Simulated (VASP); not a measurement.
Given:

```
CELL_PARAMETERS angstrom
      4.90816     0.00000     0.00000
      0.00000     4.90816     0.00000
      0.00000     0.00000     6.18469
ATOMIC_POSITIONS crystal
  Sn 0.50000 0.00000 0.23680
  Sn 0.00000 0.50000 0.76320
  Si 0.00000 0.00000 0.00000
  Si 0.50000 0.50000 0.00000
```

The numbers are results of PBE GGA, VASP's PBE PAW potentials (set 64) (plane waves; VASP 6.6.1), not measurements. Numerical set-up: 300 eV cut-off, 4×4×3 Γ-centred mesh, Gaussian smearing of 0.10 eV, potentials Sn_d Si.

Task: Give the energies of bands 12 to 21 at the high-symmetry points, in eV from the Fermi level.

Result: 
```tsv
band	Γ	X	M	Z	R	A
12	-6.52	-8.47	-7.12	-6.90	-8.41	-7.08
13	-5.16	-4.75	-7.04	-5.15	-5.01	-7.00
14	-3.33	-4.75	-7.04	-2.73	-5.01	-7.00
15	-2.82	-1.55	-1.61	-2.73	-1.51	-2.05
16	-2.82	-1.55	-1.61	-2.54	-1.51	-2.05
17	0.39	-0.75	-1.22	-0.42	-0.99	-1.67
18	0.39	-0.75	-1.22	0.13	-0.99	-1.67
19	0.44	-0.47	2.16	0.13	0.32	3.35
20	1.09	-0.47	2.16	0.88	0.32	3.35
21	1.64	3.75	2.72	1.32	3.53	4.13
```

It has no gap at this level: it comes out as a metal or semimetal.

The structure was generated: SiSn was put into an ordered model structure, which need not be its known phase. The cell was not relaxed at this level. The k-mesh is coarse (spacing up to 0.34 per Å, 2π included), so the numbers may not be converged in it.
